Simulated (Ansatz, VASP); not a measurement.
HfIn4SiO6: VASP beside Ansatz

```
Hf In Si O
1.0
     5.66042    0.00378    0.01549
    -0.70033    6.06715   -0.00571
    -2.71881   -1.38620    6.58626
Hf In Si O
1 4 1 6
Direct
  0.11793 0.01556 0.13292
  0.38842 0.99901 0.72891
  0.75865 0.00842 0.49586
  0.23461 0.48841 0.53300
  0.59649 0.48211 0.20528
  0.86778 0.44029 0.85544
  0.55316 0.38738 0.79290
  0.93454 0.38483 0.65596
  0.98414 0.26218 0.00347
  0.99083 0.69806 0.98452
  0.08665 0.06493 0.39374
  0.48680 0.10883 0.21799
```

Change from the starting cell: volume scaled by 0.98.

Alike in both runs: task single point; functional PBE; k mesh 5 × 5 × 4; occupations fermi-dirac, width 0.05 eV; no spin polarisation.

|  | VASP | Ansatz |
| --- | --- | --- |
| version | VASP 6.6.1 | Ansatz 0.2.0 |
| potentials or method | VASP PAW PBE potentials, release 64 (Hf_pv, In_d, Si, O) | Ansatz PAW |
| plane-wave cutoff (eV) | 520 | 420 |
| valence electrons in the cell | 102 | 118 |

Ansatz gave:

- gap on the k mesh at the Fermi level (eV): 0.85
- least direct gap on the mesh (eV): 1.13
- pressure (GPa): 1.8
- largest component of the traceless stress (GPa): 0.16
- rms of the force components (eV/Å): 0.112

Task: Estimate VASP's values.

Result: gap on the k mesh at the Fermi level (eV): 0.84; least direct gap on the mesh (eV): 1.12; pressure (GPa): 1.6; largest component of the traceless stress (GPa): 0.14; rms of the force components (eV/Å): 0.120.

Atom by atom the forces differ by 0.052 eV/Å (rms over components). The two sets of potentials don't hold the same shells in valence.

Caveats: spin-orbit coupling is left out, which moves the levels of the heavy elements; an odd mesh through Γ misses points on the zone boundary, where band edges often lie (VASP); odd divisions of the mesh miss points on the zone boundary, where band edges often lie, so the gap on the mesh can be too wide (Ansatz); the pressure holds a Pulay correction of +0.3 GPa for the finite cutoff (Ansatz).
